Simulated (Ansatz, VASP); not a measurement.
# As2Se in VASP and in Ansatz

File INCAR:

```
PREC = Accurate ; ENCUT = 520
EDIFF = 1E-6 ; ISMEAR = 0
SIGMA = 0.5 ; LREAL = False
LASPH = True ; NELM = 60
ALGO = Normal ; ISIF = 2
LWAVE = False ; LCHARG = False
GGA = PS ; NBANDS = 25
```

Contents of KPOINTS:

```
Automatic mesh
0
Gamma
  8 8 8
```

POSCAR

```
As2Se
1.0
   -3.5294180000      3.5294180000      2.6535710000
    3.5294180000     -3.5294180000      2.6535710000
    3.5294180000      3.5294180000     -2.6535710000
As Se
4 2
Direct
    0.8750000000      0.1250000000      0.7500000000
    0.3750000000      0.1250000000      0.2500000000
    0.8750000000      0.6250000000      0.7500000000
    0.8750000000      0.1250000000      0.2500000000
    0.5000000000      0.5000000000      0.0000000000
    0.2500000000      0.7500000000      0.5000000000
```

Input for Ansatz:

```yaml
crystal:
  lattice:
    - [-3.529418, 3.529418, 2.653571]
    - [3.529418, -3.529418, 2.653571]
    - [3.529418, 3.529418, -2.653571]
  atoms:
    - { symbol: As, position: [0.875, 0.125, 0.75] }
    - { symbol: As, position: [0.375, 0.125, 0.25] }
    - { symbol: As, position: [0.875, 0.625, 0.75] }
    - { symbol: As, position: [0.875, 0.125, 0.25] }
    - { symbol: Se, position: [0.5, 0.5, 0.0] }
    - { symbol: Se, position: [0.25, 0.75, 0.5] }
basis:
  ecutwfc: 420
kpoints:
  mp_grid: { grid: [8, 8, 8] }
hamiltonian:
  xc: pbesol
scf:
  occupations: { method: gaussian, width: 0.5 }
output:
  forces: true
  stress: true
  eigenvalues: true
```

Alike in both runs: task single point; functional PBEsol; k mesh 8 × 8 × 8; occupations gaussian, width 0.5 eV; no spin polarisation.

```csv
,VASP,Ansatz
version,VASP 6.6.1,Ansatz 0.2.0
potentials or method,"VASP PAW PBE potentials, release 64 (As, Se)","scalar-relativistic, plane waves, PAW"
plane-wave cutoff (eV),520,420
valence electrons in the cell,32,92
```

Ansatz gave:

- gap on the k mesh at the Fermi level (eV): none
- pressure (GPa): -3.3
- largest component of the traceless stress (GPa): 0.34

**Question.** Estimate VASP's values.

**Answer.** gap on the k mesh at the Fermi level (eV): none; pressure (GPa): -3.1; largest component of the traceless stress (GPa): 0.30.

A gap of «none» marks a metal or a gap that the smearing closes. The two sets of potentials don't hold the same shells in valence.

Caveats: the PAW data sets were made with another functional, which shifts forces and pressure a little (VASP).
